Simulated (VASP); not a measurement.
**Zn4S3Se (ordered alloy cell): computed properties**

These are PBEsol GGA, VASP's PBE PAW potentials (set 64) (plane waves; VASP) values and carry that method's errors.

space group: P-43m (215)
cell: a = 5.4232 Å, b = 5.4232 Å, c = 5.4232 Å, α = 90.00°, β = 90.00°, γ = 90.00°
volume per atom: 19.94 Å³/atom
band gap (over mesh and band path): 1.80 eV
smallest direct gap (over mesh and band path): 1.80 eV
band-edge character: direct, Γ to Γ
density: 4.55 g/cm³

Zn₄S₃Se has the cubic space group P-43m (No. 215), Pearson symbol cP8. Conventional cell: a = b = c = 5.4232 Å, α = β = γ = 90.00°. Zn on 4e is surrounded by 3 S at 2.328 Å and 1 Se at 2.412 Å (tetrahedral). Se on 1a has 4 Zn at 2.412 Å (tetrahedral). S on 3c has 4 Zn at 2.328 Å (tetrahedral). (Neighbours: up to the widest gap in distance over summed covalent radii, below 1.35, at either atom; cation-cation and far metal-metal contacts left out.)

The structure was generated: Zn4S3Se was put into an ordered model structure (P-43m), which need not be its known phase. It was relaxed first. Symmetry was kept, so distortions that lower it aren't found.
